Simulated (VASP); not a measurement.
The system is TiN.

```
Ti N
1.0
     0.00000    2.11900    2.11900
     2.11900    0.00000    2.11900
     2.11900    2.11900    0.00000
Ti N
1 1
Direct
  0.00000 0.00000 0.00000
  0.50000 0.50000 0.50000
```

| Property | Result |
| --- | --- |
| Program | VASP 6.6.1 |
| Task | relaxation of cell and atoms |
| Functional | PBE |
| Dispersion | D3(BJ) |
| Potentials or basis | VASP PAW PBE potentials, release 64 (Ti_sv, N) |
| Cutoff | 520 eV |
| k mesh | 12 × 12 × 12 |
| Occupations | gaussian, width 0.02 eV |
| Spin | no spin polarisation |

At the start: pressure -6.0 GPa; volume 9.51 Å³/atom.

**Question.** Where does the relaxation end?

**Answer.** Over 3 steps the energy falls by 3.9 meV/atom and the volume is 9.31 Å³/atom (-2.1 %); space group Fm-3m (No. 225, to 0.05 Å).

The path:
```
step  energy change (eV)  largest force (eV/Å)  pressure (GPa)  volume (Å³)
   1              0.0000                0.0000           -6.02        19.03
   2              0.0089                0.0000            9.71        18.06
   3             -0.0077                0.0000           -0.02        18.63
```

Final structure:
```
Ti N
1.0
     0.00000    2.10403    2.10403
     2.10403    0.00000    2.10403
     2.10403    2.10403    0.00000
Ti N
1 1
Direct
  0.00000 0.00000 0.00000
  0.50000 0.50000 0.50000
```

Caveat: pairwise dispersion overbinds metals, which lowers pressure and volume.
